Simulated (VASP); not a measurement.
# Si3Bi2TeSe2 (P-3m1) in VASP: relaxation of cell and atoms with PBE

Aim: the relaxation of cell and atoms of Si3Bi2TeSe2 with PBE.

All numbers are computed with VASP 6.6.1; they aren't measurements. Logs are shortened: lines on timing, memory, paths and dates and some standing lists are left out, and cuts for length are marked.

## 1. Starting point

The structure is trigonal, space group P-3m1 (No. 164). The conventional cell has a = 4.100 Å, b = 4.100 Å, c = 13.000 Å, α = 90.00°, β = 90.00°, γ = 120.00°. Si (site symmetry 3m) has 3 Si at 2.70 Å and 3 Se at 2.83 Å as nearest neighbours. Si (site symmetry -3m) is surrounded by 6 Si at 2.70 Å. Around Bi (site symmetry 3m) lie 3 Se at 2.87 Å and 3 Te at 3.11 Å and 1 Si at 3.19 Å. Te (site symmetry -3m) is surrounded by 6 Bi at 3.11 Å. Se (site symmetry 3m) is surrounded by 3 Si at 2.83 Å and 3 Bi at 2.87 Å.

The cell was built by a generator and needn't be a form met in nature.

## 2. Relaxation of cell and atoms, PBE

The input, INCAR:

```
SYSTEM = Si3Bi2TeSe2
ALGO     = Fast           ! electronic algorithm
EDIFF    = 1E-4           ! SCF threshold, eV
EDIFFG   = -0.08          ! ionic threshold
ENCUT    = 520            ! plane-wave cutoff, eV
GGA      = PE             ! functional
IBRION   = 2              ! ionic algorithm
ISIF     = 3              ! what is computed and relaxed
ISMEAR   = 0              ! smearing method
LASPH    = .TRUE.         ! aspherical terms in the spheres
LCHARG   = .FALSE.        ! write CHGCAR
LREAL    = .FALSE.        ! projectors in reciprocal space
LWAVE    = .FALSE.        ! write WAVECAR
NELM     = 60             ! most SCF steps
NSW      = 24             ! ionic steps
PREC     = Normal         ! precision mode
SIGMA    = 0.15           ! smearing width, eV
```

The input, KPOINTS:

```
k-points
0
G
  4 4 1
  0 0 0
```

The input, POSCAR:

```
Si3Bi2TeSe2
1.0
    4.1000000000      0.0000000000      0.0000000000
   -2.0500000000      3.5507041600      0.0000000000
    0.0000000000      0.0000000000     13.0000000000
Si Bi Te Se
3 2 1 2
Direct
    0.6666666700      0.3333333300      0.6000000000
    0.0000000000      0.0000000000      0.5000000000
    0.3333333300      0.6666666700      0.4000000000
    0.3333333300      0.6666666700      0.1550000000
    0.6666666700      0.3333333300      0.8450000000
    0.0000000000      0.0000000000      0.0000000000
    0.6666666700      0.3333333300      0.2800000000
    0.3333333300      0.6666666700      0.7200000000
```

Potentials or basis: VASP PAW PBE potentials, release 64 (Si, Bi_d, Te, Se).

On the command line:

```console
> cat potpaw_PBE.64/Si/POTCAR potpaw_PBE.64/Bi_d/POTCAR potpaw_PBE.64/Te/POTCAR potpaw_PBE.64/Se/POTCAR > POTCAR
> mpirun -np 1 vasp_std > vasp.out
```

OUTCAR:

```text
SYSTEM = Si3Bi2TeSe2
   EDIFF = 1E-4
   EDIFFG = -0.08
   ENCUT = 520
   GGA = PE
   IBRION = 2
   ISIF = 3
   ISMEAR = 0
   LASPH = .TRUE.
   LREAL = .FALSE.
   NELM = 60
   NSW = 24
   PREC = Normal

 ion  position               nearest neighbor table
   1  0.667  0.333  0.600-   2 2.70   2 2.70   2 2.70   8 2.83   8 2.83   8 2.83   5 3.18
   2  0.000  0.000  0.500-   1 2.70   3 2.70   1 2.70   3 2.70   1 2.70   3 2.70
   3  0.333  0.667  0.400-   2 2.70   2 2.70   2 2.70   7 2.83   7 2.83   7 2.83   4 3.18
   4  0.333  0.667  0.155-   7 2.87   7 2.87   7 2.87   6 3.11   6 3.11   6 3.11   3 3.18
   5  0.667  0.333  0.845-   8 2.87   8 2.87   8 2.87   6 3.11   6 3.11   6 3.11   1 3.18
   6  0.000  0.000  0.000-   4 3.11   5 3.11   5 3.11   4 3.11   5 3.11   4 3.11
   7  0.667  0.333  0.280-   3 2.83   3 2.83   3 2.83   4 2.87   4 2.87   4 2.87
   8  0.333  0.667  0.720-   1 2.83   1 2.83   1 2.83   5 2.87   5 2.87   5 2.87

  LATTYP: Found a hexagonal cell.
 ALAT       =     4.1000000000
 C/A-ratio  =     3.1707317073

  Lattice vectors:

 A1 = (   4.1000000000,   0.0000000000,   0.0000000000)
 A2 = (  -2.0500000000,   3.5507041600,   0.0000000000)
 A3 = (   0.0000000000,   0.0000000000,  13.0000000000)

Analysis of symmetry for initial positions (statically):
=====================================================================
 Subroutine PRICEL returns:
 Original cell was already a primitive cell.

 Routine SETGRP: Setting up the symmetry group for a
 hexagonal supercell.

 Subroutine GETGRP returns: Found 12 space group operations
 (whereof 12 operations were pure point group operations)
 out of a pool of 24 trial point group operations.

The static configuration has the point symmetry D_3d.

Analysis of symmetry for dynamics (positions and initial velocities):
=====================================================================
 Subroutine PRICEL returns:
 Original cell was already a primitive cell.

 Routine SETGRP: Setting up the symmetry group for a
 hexagonal supercell.

 Subroutine GETGRP returns: Found 12 space group operations
 (whereof 12 operations were pure point group operations)
 out of a pool of 24 trial point group operations.

The dynamic configuration has the point symmetry D_3d.

 Subroutine INISYM returns: Found 12 space group operations
 (whereof 12 operations are pure point group operations),
 and found     1 'primitive' translations

----------------------------------------------------------------------------------------

                                     Primitive cell

  volume of cell :     189.2525

  direct lattice vectors                    reciprocal lattice vectors
[... 80 lines left out ...]
   EDIFFG = -.8E-01   stopping-criterion for IOM
   NSW    =     24    number of steps for IOM
   IBRION =      2    ionic relax: 0-MD 1-quasi-New 2-CG
   NFREE  =      1    steps in history (QN), initial steepest desc. (CG)
   ISIF   =      3    stress and relaxation
   ISYM   =      2    0-nonsym 1-usesym 2-fastsym
   POTIM  = 0.5000    time-step for ionic-motion
   TEBEG  =    0.0;   TEEND  =   0.0 temperature during run
   PSTRESS=    0.0 pullay stress
   NELECT =      60.0000    total number of electrons
   NUPDOWN=      -1.0000    fix difference up-down
   EMIN   =  10.00;   EMAX   =-10.00  energy-range for DOS
   EFERMI =   0.00;   METHOD = LEGACY
   ISMEAR =     0;   SIGMA  =   0.15  broadening in eV -4-tet -1-fermi 0-gaus
   EFERMI_NEDOS =   21; number of points for ismear=-14 and -15
   IALGO  =     68    algorithm
   IMIX   =      4    mixing-type and parameters
     AMIX     =   0.40;   BMIX     =  1.00
     AMIX_MAG =   1.60;   BMIX_MAG =  1.00
  volume/ion in A,a.u.               =      23.66       159.64
  Fermi-wavevector in a.u.,A,eV,Ry     =   1.116293  2.109487 16.954342  1.246109
  Thomas-Fermi vector in A             =   2.252905
   LORBIT       =      0    0 simple, 1 ext, 2 COOP (PROOUT), +10 PAW based schemes
   GGA     = PE    functional components
   LHFCALC =     F    Hartree Fock is set to
   AEXX    =    0.0000 exact exchange contribution
   IVDW    =     0    specifies the selected vdW correction
   LEPSILON=     F    determine dielectric tensor
   LRPA    =     F    only Hartree local field effects (RPA)
 conjugate gradient relaxation of ions
 non-spin polarized calculation
 RMM-DIIS sequential band-by-band and
 Gauss-broadening in eV      SIGMA  =   0.15
  energy-cutoff  :      520.00
  volume of cell :      189.25
 maximum number of plane-waves:      5131
   NGX = 15   NGY = 15   NGZ = 49

--------------------------------------- Ionic step        1  -------------------------------------------

 number of electron      59.9999966 magnetization

 Free energy of the ion-electron system (eV)
  ---------------------------------------------------
  ext. energy  EPLUGINS =         0.00000000
  ---------------------------------------------------
  free energy    TOTEN  =       -31.71464126 eV

  energy without entropy =      -31.66432561  energy(sigma->0) =      -31.68948343

 E-fermi :   7.1494     XC(G=0): -10.0861

 val. band max:        7.0871659097   @ k =   0.2500   0.0000   0.0000
 cond. band min:       7.2963268301   @ k =   0.5000   0.0000   0.0000
 fundamental gap:      0.2091609203
 Fermi energy:         7.1494157884

 k-point     1 :       0.0000    0.0000    0.0000
  band No.  band energies     occupation
      1     -16.5267      2.00000
      2     -16.5267      2.00000
      3     -16.5243      2.00000
      4     -16.5243      2.00000
      5     -16.5104      2.00000
      6     -16.5079      2.00000
[... 264 lines left out ...]
  FREE ENERGIE OF THE ION-ELECTRON SYSTEM (eV)
  ---------------------------------------------------
  free  energy   TOTEN  =       -32.4441068232 eV

  energy  without entropy=      -32.4076894894  energy(sigma->0) =      -32.42589816

[... ionic steps 4 to 17 ...]

--------------------------------------- Ionic step       18  -------------------------------------------

 number of electron      59.9999931 magnetization

------------------------ aborting loop because EDIFF is reached ----------------------------------------
[... 79 lines left out ...]
--------------------------------------- Ionic step       20  -------------------------------------------

 number of electron      59.9999909 magnetization

 Free energy of the ion-electron system (eV)
  ---------------------------------------------------
  ext. energy  EPLUGINS =         0.00000000
  ---------------------------------------------------
  free energy    TOTEN  =       -33.48411639 eV

  energy without entropy =      -33.46419716  energy(sigma->0) =      -33.47415677

 E-fermi :   5.7381     XC(G=0):  -9.4585

 val. band max:        5.6354643141   @ k =   0.2500   0.0000   0.0000
 cond. band min:       6.1091167413   @ k =   0.0000   0.0000   0.0000
 fundamental gap:      0.4736524272
 Fermi energy:         5.7381214363

 k-point     1 :       0.0000    0.0000    0.0000
  band No.  band energies     occupation
      1     -17.8244      2.00000
      2     -17.8244      2.00000
      3     -17.8238      2.00000
      4     -17.8237      2.00000
      5     -17.8152      2.00000
      6     -17.8137      2.00000
[... 180 lines left out ...]
  FREE ENERGIE OF THE ION-ELECTRON SYSTEM (eV)
  ---------------------------------------------------
  free  energy   TOTEN  =       -33.4841163880 eV

  energy  without entropy=      -33.4641971573  energy(sigma->0) =      -33.47415677

 reached required accuracy - stopping structural energy minimisation
```

CONTCAR:

```text
Si3Bi2TeSe2
   1.00000000000000
     4.0819267031107529   -0.0000000000000000    0.0000000000000000
    -2.0409633515553764    3.5350522256054822   -0.0000000000000000
    -0.0000000000000001   -0.0000000000000008   14.7805321435863561
  Si              Bi              Te              Se
     3     2     1     2
Direct
     0.6666666699999979    0.3333333300000021    0.5601243088486066
     0.0000000000000000    1.0000000000000000    0.5000000000000000
     0.3333333300000021    0.6666666699999979    0.4398756911513931
     0.3333333300000021    0.6666666699999979    0.1500410275964630
     0.6666666699999979    0.3333333300000021    0.8499589724035370
     0.0000000000000000    1.0000000000000000    0.0000000000000000
     0.6666666699999979    0.3333333300000021    0.2616654889672959
     0.3333333300000021    0.6666666699999979    0.7383345110327044

  0.00000000E+00  0.00000000E+00  0.00000000E+00
  0.00000000E+00  0.00000000E+00  0.00000000E+00
  0.00000000E+00  0.00000000E+00  0.00000000E+00
  0.00000000E+00  0.00000000E+00  0.00000000E+00
  0.00000000E+00  0.00000000E+00  0.00000000E+00
  0.00000000E+00  0.00000000E+00  0.00000000E+00
  0.00000000E+00  0.00000000E+00  0.00000000E+00
  0.00000000E+00  0.00000000E+00  0.00000000E+00
```

It took 4.1 min on 1 thread of Intel Xeon Platinum 8488C (Sapphire Rapids), shared host; peak memory 0.23 GiB.

What came out:

```yaml
Free_energy: -33.4841 eV
Relaxed_volume: 26.66 Å³/atom
Relaxed_cell: a = 4.082 Å, b = 4.082 Å, c = 14.781 Å, α = 90.00°, β = 90.00°, γ = 120.00°
Space_group_after_relaxing_to_0.05_Å: P-3m1 (No. 164)
Energy_gained_by_relaxing: 221.2 meV/atom
Ionic_steps: 20
Pressure_after_relaxing: 0.1 GPa
Largest_force_after_relaxing: 0.057 eV/Å
Band_gap_on_the_k_mesh: none (metal or under the smearing width)
```

Forces on the atoms (eV/Å):
```
Si   0.000  0.000 -0.026
Si   0.000  0.000  0.000
Si   0.000  0.000  0.026
Bi   0.000  0.000 -0.057
Bi   0.000  0.000  0.057
Te   0.000  0.000  0.000
Se   0.000  0.000 -0.030
Se   0.000  0.000  0.030
```

Stress tensor (GPa, compression positive):
```
 0.22  0.00  0.00
 0.00  0.22  0.00
 0.00  0.00 -0.11
```

Step by step:
```tsv
step	energy change (eV)	largest force (eV/Å)	pressure (GPa)	volume (Å³)
1	0.0000	2.3705	5.31	189.25
2	-0.7242	1.6109	-2.41	211.45
3	-0.7295	1.5581	-2.60	213.36
4	-1.2221	1.0225	-1.83	208.43
5	-1.5314	0.7149	0.02	202.81
6	-1.0649	1.2639	6.70	191.20
7	-1.5921	0.5221	1.14	200.49
8	-1.5946	0.4030	1.46	199.66
9	-1.6709	0.4278	0.07	206.56
10	-1.6713	0.4463	0.03	207.09
11	-1.7081	0.2774	-0.04	208.54
12	-1.7142	0.3312	0.01	209.90
13	-1.7151	0.2217	-0.04	209.56
14	-1.7281	0.1711	0.14	209.56
15	-1.7496	0.0621	0.33	209.56
16	-1.7585	0.1482	-0.29	213.01
17	-1.7586	0.1471	-0.36	213.03
18	-1.7638	0.1278	-0.24	213.41
19	-1.7670	0.0998	-0.13	213.94
20	-1.7695	0.0572	0.11	213.28
```

Final structure:
```
Si Bi Te Se
1.0
     4.08193    0.00000    0.00000
    -2.04096    3.53505    0.00000
     0.00000    0.00000   14.78053
Si Bi Te Se
3 2 1 2
Cartesian
  2.0410 1.1784 8.2789
  -2.0410 3.5351 7.3903
  0.0000 2.3567 6.5016
  0.0000 2.3567 2.2177
  2.0410 1.1784 12.5628
  -2.0410 3.5351 0.0000
  2.0410 1.1784 3.8676
  0.0000 2.3567 10.9130
```

Levels at points of the mesh, in eV from the Fermi level:
```csv
k point,band 27,band 28,band 29,band 30,band 31,band 32,band 33,band 34
"(0.00, 0.00, 0.00)",-0.73,-0.73,-0.72,-0.72,-0.33,0.37,1.25,1.25
"(0.50, 0.00, 0.00)",-2.41,-1.39,-1.37,-0.95,0.51,0.70,1.17,1.47
```

Caveat: the k mesh is coarse (spacing up to 0.48 Å⁻¹), so the values aren't converged; spin-orbit coupling is left out, which moves the levels of the heavy elements; the relaxation stopped at a loose force limit of 0.08 eV/Å, so its end isn't a converged minimum.
